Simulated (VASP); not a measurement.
# Ca3Tl (space group Fm-3m): computed properties

Level of theory: PBEsol GGA, VASP's PBE PAW potentials (set 64) (plane waves; VASP).

```
Quantity                                                                                                Value
----------------------------------  -------------------------------------------------------------------------
space group                                                                                       Fm-3m (225)
cell                                a = 7.945 Å, b = 7.945 Å, c = 7.945 Å, α = 90.00°, β = 90.00°, γ = 90.00°
volume per atom                                                                                 31.34 Å³/atom
band gap (over mesh and band path)                                   none (metal, semimetal or under 0.01 eV)
Hill bulk modulus                                                                                    24.9 GPa
Hill shear modulus                                                                                   13.0 GPa
Poisson's ratio                                                                                         0.278
density                                                                                            4.30 g/cm³
optical Γ-point spectrum                                                     71 (×3), 147 (×3), 181 (×3) cm⁻¹
C11                                                                                                  32.7 GPa
C12                                                                                                  21.0 GPa
C44                                                                                                  21.9 GPa
```

```
Ca3Tl
1.0
    0.00000     3.97247     3.97247
    3.97247     0.00000     3.97247
    3.97247     3.97247     0.00000
Ca Tl
3 1
Direct
  0.50000   0.50000   0.50000
  0.25000   0.25000   0.25000
  0.75000   0.75000   0.75000
  0.00000   0.00000   0.00000
```

Finite-difference elastic constants of metals are sensitive to mesh and smearing; shear constants can be off by tens of GPa. Unless said otherwise, spin-orbit coupling is left out, though it shifts the bands of the heavy elements here.

The structure comes from a computed database's Ca3Tl entry (Fm-3m); how it stands against other phases isn't given here. It was relaxed first. Symmetry was kept, so distortions that lower it aren't found. The electron count is odd and the run is not spin-polarised, which forces a metal.
